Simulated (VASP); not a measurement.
Given:

```
CELL_PARAMETERS angstrom
      0.00000     2.99360     2.99360
      2.99360     0.00000     2.99360
      2.99360     2.99360     0.00000
ATOMIC_POSITIONS crystal
  Sn 0.00000 0.00000 0.00000
  Se 0.50000 0.50000 0.50000
```

Method: r2SCAN+rVV10, VASP's PBE PAW potentials (set 64) (plane waves; VASP). Numerical set-up: 400 eV cut-off, 9×9×9 Γ-centred mesh, tetrahedra with Blöchl corrections, potentials Sn_d Se.

Unless said otherwise, spin-orbit coupling is left out, though it shifts the bands of the heavy elements here.

### Question
Predict the energy per atom (σ→0), band gap (over mesh and band path) with the smallest direct gap where there is one.

### Answer

```json
{
  "band gap (over mesh and band path)": "0.05 eV",
  "smallest direct gap (over mesh and band path)": "0.05 eV",
  "energy per atom (σ→0)": "-19.686 eV/atom"
}
```

The absolute energy has meaning only against runs of the same code, potentials and settings.

The structure comes from a measured SnSe entry (Fm-3m) of the Crystallography Open Database, whose conditions weren't checked. It was relaxed first.
